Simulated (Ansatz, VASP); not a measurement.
# Ge (Germanium): VASP beside Ansatz, part 2 of 2

One calculation is typed for both programs; each brings its own data sets and cutoff. How far apart do they land? The cell is taken from a series of VASP runs on this material, whose earlier steps may have relaxed, scaled or displaced it; both programs get it as it stands.

VASP 6.6.1 and Ansatz 0.2.0.

So far. Step 4 (Side by side): The walks stopped with 0.00 GPa left in Ansatz and 0.00 GPa in VASP; each walk ends within a tolerance, so the volume difference is uncertain by about these residues over the bulk modulus, most in soft cells.

**5. VASP: zone-centre phonons, r2SCAN**

Level of this step: r2SCAN; plane waves and PAW (Ge_d) (VASP).

Second derivatives magnify differences that forces hide, and they need a tight electronic threshold. The cell compared in this pair holds 45.51 Å³, against 45.28 Å³ for the pair before.

INCAR

```
SYSTEM = Ge
PREC = Accurate
ENCUT = 450
EDIFF = 1E-08
NELM = 100
ISMEAR = 1
SIGMA = 0.15
LREAL = .FALSE.
ALGO = Normal
METAGGA = R2SCAN
LASPH = .TRUE.
NBANDS = 20
LORBIT = 11
LWAVE = .FALSE.
LCHARG = .FALSE.
KPAR = 2
IBRION = 6
NFREE = 2
POTIM = 0.015
NSW = 1
ISIF = 2
```

POSCAR

```
Ge
1.0
    0.0000000000      2.8338237967      2.8338237967
    2.8338237967      0.0000000000      2.8338237967
    2.8338237967      2.8338237967      0.0000000000
Ge
2
Direct
    0.7500000000      0.7500000000      0.7500000000
    0.5000000000      0.5000000000      0.5000000000
```

KPOINTS

```
Automatic mesh
0
Gamma
12 12 12
0 0 0
```

PAW data sets: Ge_d (PBE family, release 64).

Command:

```console
mpirun -np 2 vasp_std
```

Numbers of over 12 decimals in the logs are rounded to 6 here.

Log:

```text
[banner, memory and clock lines left out]
running    2 mpi-ranks, on    1 nodes
[...]
[... a notice as in an earlier step ...]

 LDA part: xc-table for (None), standard interpolation
 POSCAR, INCAR and KPOINTS ok, starting setup
[...]
entering main loop
       N       E                     dE             d eps       ncg     rms          rms(c)
DAV:   1     0.160054078780E+03    0.16005E+03   -0.14360E+04  3096   0.366E+03
DAV:   2    -0.537586346017E+01   -0.16543E+03   -0.16115E+03  2892   0.570E+02
DAV:   3    -0.296504462852E+02   -0.24275E+02   -0.24113E+02  3292   0.143E+02
DAV:   4    -0.304244700959E+02   -0.77402E+00   -0.77344E+00  3192   0.302E+01
[...]
DAV:  17    -0.277397263431E+02   -0.35290E-07   -0.25911E-10  1628   0.200E-04    0.236E-05
DAV:  18    -0.277397263601E+02   -0.17036E-07   -0.73924E-11  1604   0.114E-04    0.204E-06
DAV:  19    -0.277397263594E+02    0.74033E-09   -0.24575E-11  1612   0.621E-05
   1 F= -.27739726E+02 E0= -.27739800E+02  d E =0.220615E-03
[...]
DAV:   7    -0.277384577829E+02    0.44720E-08   -0.13048E-08  8320   0.169E-03
   2 F= -.27738458E+02 E0= -.27738513E+02  d E =0.166056E-03
 Finite differences progress:
  Degree of freedom:   1/  1
  Displacement:        1/  2
  Total:               1/  2
[...]
N       E                     dE             d eps       ncg     rms          rms(c)
DAV:   1    -0.277333362452E+02    0.51215E-02   -0.24184E+00 12644   0.124E+01    0.107E-01
DAV:   2    -0.277383437611E+02   -0.50075E-02   -0.30363E-02 11632   0.178E+00    0.637E-02
DAV:   3    -0.277384493308E+02   -0.10557E-03   -0.80211E-04 15236   0.318E-01    0.158E-02
DAV:   4    -0.277384566658E+02   -0.73351E-05   -0.42554E-05 13656   0.703E-02    0.487E-03
DAV:   5    -0.277384569623E+02   -0.29645E-06   -0.29866E-06 13652   0.194E-02    0.166E-03
DAV:   6    -0.277384570436E+02   -0.81333E-07   -0.33096E-07 12128   0.525E-03    0.672E-04
DAV:   7    -0.277384570709E+02   -0.27304E-07   -0.48534E-08 10680   0.211E-03    0.170E-04
DAV:   8    -0.277384570807E+02   -0.97580E-08   -0.95332E-09  7008   0.153E-03
   3 F= -.27738457E+02 E0= -.27738512E+02  d E =0.165932E-03
 Finite differences progress:
  Degree of freedom:   1/  1
  Displacement:        2/  2
  Total:               2/  2
```

From OUTCAR (step 5):

```text
  Total        0.0112249      0.0122566      0.0122566      0.0000000      0.1249466      0.0000000
  in kB        0.3951333      0.4314528      0.4314528      0.0000000      4.3983176      0.0000000
  external PRESSURE =       0.4193463 kB  Pullay stress =       0.0000000 kB

 POSITION                                       TOTAL-FORCE (eV/Angst)
 -----------------------------------------------------------------------------------
      4.23574      4.25074      4.25074         0.173846      0.000000      0.000000
      2.83382      2.83382      2.83382        -0.173846      0.000000      0.000000
 -----------------------------------------------------------------------------------
    total drift:                                0.000552      0.000001      0.000003

  FREE ENERGIE OF THE ION-ELECTRON SYSTEM (eV)
  ---------------------------------------------------
  free  energy   TOTEN  =       -27.7384570807 eV

  energy  without entropy=      -27.7386230128  energy(sigma->0) =      -27.73851239

[... 1 part as in an earlier step ...]

[... 2 further parts left out ...]
[key lines of the parts left out:]
E-fermi :   4.8392
```

**6. Ansatz: zone-centre phonons, r2SCAN**

The same cell, functional, mesh and smearing now go to Ansatz, which takes its cutoff from its data sets.

The cell is taken from a series of VASP runs on this material, whose earlier steps may have relaxed, scaled or displaced it; both programs get it as it stands.

input.yaml

```yaml
crystal:
  lattice:
    - [0.0, 2.8338237967, 2.8338237967]
    - [2.8338237967, 0.0, 2.8338237967]
    - [2.8338237967, 2.8338237967, 0.0]
  atoms:
    - { symbol: Ge, position: [0.75, 0.75, 0.75] }
    - { symbol: Ge, position: [0.5, 0.5, 0.5] }
hamiltonian:
  xc: r2scan
  pseudopotentials: { kind: paw }
kpoints:
  mp_grid: { grid: [12, 12, 12] }
scf:
  occupations: { method: methfessel_paxton, width: 0.15 }
phonons:
  method: dfpt
  qpoints: [[0, 0, 0]]
```

Command:

```console
ansatz run input.yaml --threads 4 --pin off --max-ram 9216MiB --backend cpu --events-out ev --progress --plain --runs-dir out
```

Log:

```text
[...]
Crystal: 2 atoms, lattice volume = 45.514 Å³
Basis set: ecut = 500 eV, 1139 PW (Γ), exchange–correlation on 160×160×160 points (125 copies of the dense FFT grid, shifted against one another)
Bands: 18, of which v1, the nominal top of the filled ones, is band 14 counted from 1 (13 counted from 0)
Symmetry: 48 space group operations
k-points: 280 of 1728 (irreducible under 4 space group operations, time reversal used)
[...]
ASR residual per site (eV/Å²): 1.17e-5 1.17e-5
  Γ frequencies (cm⁻¹): 0.00 0.00 0.00 297.72 297.72 297.72
  non-analytic LO–TO correction: not included (Born effective charges unavailable; polar crystals: no LO–TO splitting at Γ)
--- Phonons (arbitrary-q DFPT): 1 explicit q-point ---
  q = [0, 0, 0] (of the zone-centre solve; hermiticity 1.21e-13, symmetrization 1.01e-13): 0.00 0.00 0.00 297.72 297.72 297.72
  sum rule: each row above includes the acoustic sum rule's correction from the zone centre's row sums; it moved no ω² by more than (0.21 cm⁻¹)²
[key lines of the parts left out:]
SCF converged after 8 iterations
Free energy (F): -8605.813310 eV
Fermi energy:    8.498789 eV
```

The job ended after 28 s (4 threads of Arm Neoverse V2, shared host; peak memory 1.8 GiB; 1.8 min of CPU time).

**7. Comparison**

What differs besides the data sets and the points named for the pairs above, as far as they apply: VASP uses finite displacements, Ansatz perturbation theory. Total energies have different zeros and are not compared.

Both answers:

| quantity | Ansatz | VASP | difference |
| --- | --- | --- | --- |
| optical mode 1 to 3 (cm⁻¹) | 297.7 | 294.6 | +1.05 % |

Modes are paired by rising frequency and degeneracy, not by their patterns, so a pair may still set unlike modes beside each other.

**8. What came out**

| Quantity | Value |
| --- | --- |
| difference in volume (relaxation of cell and atoms, r2SCAN) | 0.39 % |
| r.m.s. difference of the optical zone-centre modes, each program's sorted by frequency (zone-centre phonons, r2SCAN) | 3.1 cm⁻¹ |
| difference in optical mode 1 to 3 (zone-centre phonons, r2SCAN) | +1.0 % |

**Reading.** The difference in volume is 0.39 % (relaxation of cell and atoms, r2SCAN), within the 1.2 % picked in this series as the mark of a large difference, as far as the stopping tolerances let one tell. Among the rows given in per cent, the largest difference of the zone-centre phonons, r2SCAN pair is in optical mode 1 to 3, +1.0 %. Such differences can come from data sets, numerical settings and the points named under the comparisons, not from the functional's error against experiment.

[Lines on the potential files, build, host, timing and source positions are cut from VASP's logs without a mark.]

[Logs are printed without paths, hosts, clocks, repeated set-up lines and the standing remarks that a program may print on its own settings, such as how far it seeks lower states.]

[Hosts, paths, dates, database ids (printed as entryN), source tags and the programs' standing remarks are cut or masked in the printed files.]
